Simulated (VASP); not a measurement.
A run of VASP 6.6.1 is set up as follows.

Contents of INCAR:

```
SYSTEM = InGaO
ALGO     = Fast           ! electronic algorithm
EDIFF    = 1E-4           ! SCF threshold, eV
EDIFFG   = -0.08          ! ionic threshold
ENCUT    = 520            ! plane-wave cutoff, eV
GGA      = PE             ! functional
IBRION   = 2              ! ionic algorithm
ISIF     = 3              ! what is computed and relaxed
ISMEAR   = 0              ! smearing method
LASPH    = .True.         ! aspherical terms in the spheres
LCHARG   = .False.        ! write CHGCAR
LREAL    = .False.        ! projectors in reciprocal space
LWAVE    = .False.        ! write WAVECAR
NELM     = 60             ! most SCF steps
NSW      = 24             ! ionic steps
PREC     = Normal         ! precision mode
SIGMA    = 0.15           ! smearing width, eV
```

Contents of KPOINTS:

```
k-points
0
Gamma
  5 5 2
  0 0 0
```

POSCAR

```
InGaO
1.0
    3.2000000000      0.0000000000      0.0000000000
   -1.6000000000      2.7712812900      0.0000000000
    0.0000000000      0.0000000000     11.4000000000
In Ga O
2 2 2
Direct
    0.3333333300      0.6666666700      0.6100000000
    0.6666666700      0.3333333300      0.3900000000
    0.0000000000      0.0000000000      0.1100000000
    0.0000000000      0.0000000000      0.8900000000
    0.3333333300      0.6666666700      0.1770000000
    0.6666666700      0.3333333300      0.8230000000
```

Potentials or basis: VASP PAW PBE potentials, release 64 (In_d, Ga_d, O).

Launch:

```bash
$ cat potpaw_PBE.64/In_d/POTCAR potpaw_PBE.64/Ga_d/POTCAR potpaw_PBE.64/O/POTCAR > POTCAR
$ mpirun -np 1 vasp_std > vasp.out
```

Predict the relaxed cell.

a = 3.175 Å, b = 3.175 Å, c = 13.253 Å, α = 90.00°, β = 90.00°, γ = 120.00°.

Estimate the relaxed volume.

19.28 Å³/atom.

What does it give for the band gap on the k mesh?

None (metal or under the smearing width).

The path:
| step | energy change (eV) | largest force (eV/Å) | pressure (GPa) | volume (Å³) |
| --- | --- | --- | --- | --- |
| 1 | 0.0000 | 0.8089 | 4.60 | 101.10 |
| 2 | -0.2821 | 0.6112 | -0.32 | 108.27 |
| 3 | -0.2954 | 0.6021 | -2.56 | 111.81 |
| 4 | -0.2982 | 0.6096 | -1.84 | 110.53 |
| 5 | -0.3844 | 0.6221 | -0.84 | 108.58 |
| 6 | -0.3982 | 0.9406 | 1.67 | 106.35 |
| 7 | -0.4049 | 0.8852 | 1.39 | 106.98 |
| 8 | -0.4670 | 0.5256 | 1.71 | 107.28 |
| 9 | -0.5212 | 0.3978 | 1.59 | 107.69 |
| 10 | -0.5055 | 1.1391 | 2.26 | 108.47 |
| 11 | -0.5359 | 0.4814 | 1.79 | 107.96 |
| 12 | -0.5866 | 0.4290 | -0.94 | 110.87 |
| 13 | -0.5893 | 0.4110 | -0.02 | 111.12 |
| 14 | -0.5941 | 0.4005 | -0.36 | 111.63 |
| 15 | -0.6009 | 0.3761 | -0.72 | 112.64 |
| 16 | -0.6035 | 0.3344 | -2.75 | 114.68 |
| 17 | -0.6029 | 0.3729 | -1.04 | 113.13 |
| 18 | -0.6235 | 0.2561 | 0.30 | 112.85 |
| 19 | -0.6235 | 0.2535 | 0.25 | 112.84 |
| 20 | -0.6318 | 0.1521 | 0.21 | 113.19 |
| 21 | -0.6424 | 0.0880 | 0.49 | 114.07 |
| 22 | -0.6461 | 0.0343 | -0.31 | 115.69 |

Caveat: the k mesh is coarse (spacing up to 0.45 Å⁻¹), so the values aren't converged.
